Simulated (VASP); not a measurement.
```
CELL_PARAMETERS angstrom
      4.05706    -2.21426    -0.00302
      4.05706     2.21426    -0.00302
      2.85127     0.00000     3.63771
ATOMIC_POSITIONS crystal
  Sb 0.23313 0.23313 0.23313
  Sb 0.76687 0.76687 0.76687
```

Calculation: r2SCAN+rVV10, VASP's PBE PAW potentials (set 64) (plane waves; VASP). Numerical set-up: 520 eV cut-off, 7×7×7 Γ-centred mesh, Gaussian smearing of 0.050 eV, potentials Sb.

Task: The ions and cell shape at fixed volume are relaxed. Predict the relaxed structure.

Result: 
```
CELL_PARAMETERS angstrom
      4.13197    -2.19066     0.03615
      4.13197     2.19066     0.03615
      2.93903     0.00000     3.63807
ATOMIC_POSITIONS crystal
  Sb 0.23013 0.23013 0.23013
  Sb 0.76987 0.76987 0.76987
```
Space group R-3m (166), at a tolerance of 0.03 Å.

Task: How much energy does the relaxation gain?

Result: The energy (σ→0) changes by -6.5 meV/atom, in 6 ionic steps.

The compound is Sb in the a7 structure. This cell is one point of a volume scan, at 1.06 of the reference volume. Symmetry was kept, so distortions that lower it aren't found.
